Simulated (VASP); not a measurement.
An input for Ansatz (written as the equivalent of a VASP run, and not itself run):

Ansatz 0.2 input:
```yaml
crystal:
  lattice:
    - [0.0000000, 2.2558600, 2.2558600]
    - [2.2558600, 0.0000000, 2.2558600]
    - [2.2558600, 2.2558600, 0.0000000]
  atoms:
    - { symbol: Hf, position: [0.0035870, -0.0026790, 0.0041210] }
    - { symbol: N, position: [0.4964130, 0.5026790, 0.4958790] }
kpoints:
  mp_grid: { grid: [15, 15, 15] }
hamiltonian:
  xc: pbe
  pseudopotentials: { kind: paw }
  hubbard:
    sites:
      - { species: Hf, l: d, u_eff: 7 }
scf:
  occupations: { method: methfessel_paxton, width: 0.1 }
  max_iter: 100
output: { forces: true, stress: true, eigenvalues: true }
```

Problem. Translate this input to VASP (INCAR, KPOINTS, POSCAR, choice of POTCAR).

Solution. This is not unique; one that fits is 
**INCAR**
```
# general
SYSTEM   = HfN
PREC     = Accurate
ENCUT    = 400
LREAL    = .FALSE.   # projection in real space or not
LASPH    = .TRUE.

# electronic loop
EDIFF    = 1E-6   # SCF stop (eV)
NELM     = 100   # most electronic steps
ALGO     = Normal
LMAXMIX  = 6

# smearing
ISMEAR   = 1   # Methfessel-Paxton
SIGMA    = 0.1   # width (eV)

# functional
GGA      = PE   # PBE

# DFT+U
LDAU     = .TRUE.
LDAUTYPE = 2   # Dudarev
LDAUL    = 2 -1
LDAUU    = 7.0 0
LDAUJ    = 0 0

# ions
ISIF     = 2

# output
LWAVE    = .FALSE.
LCHARG   = .FALSE.
```

### POSCAR
```
HfN
1
    0.0000000000     2.2558600000     2.2558600000
    2.2558600000     0.0000000000     2.2558600000
    2.2558600000     2.2558600000     0.0000000000
Hf N
1 1
Direct
  0.0035870000  -0.0026790000   0.0041210000
  0.4964130000   0.5026790000   0.4958790000
```

File KPOINTS:
```
Automatic mesh
0
Gamma
15 15 15
0 0 0
```

POTCAR, in this order: Hf_pv N (PBE.64 set). Program: vasp_std.

The two are equivalent in intent, not identical: each code has its own PAW files, so the cut-off isn't converted (ENCUT is set for VASP's; basis.ecutwfc is left out, and Ansatz then takes the one that its files recommend); Ansatz stops its SCF on the density residual and VASP on the energy change (EDIFF); the +U projectors differ, so the same U acts differently.

The structure comes from a computed database's HfN entry; how it stands against other phases isn't given here. The cell was not relaxed at this level, atoms are displaced from their ideal sites. The run is one of a series of settings (LDAU = .TRUE., LDAUJ = 0 0, LDAUL = 2 -1, LDAUTYPE = 2, LDAUU = 7.0 0 against the base run), some of them coarse on purpose.
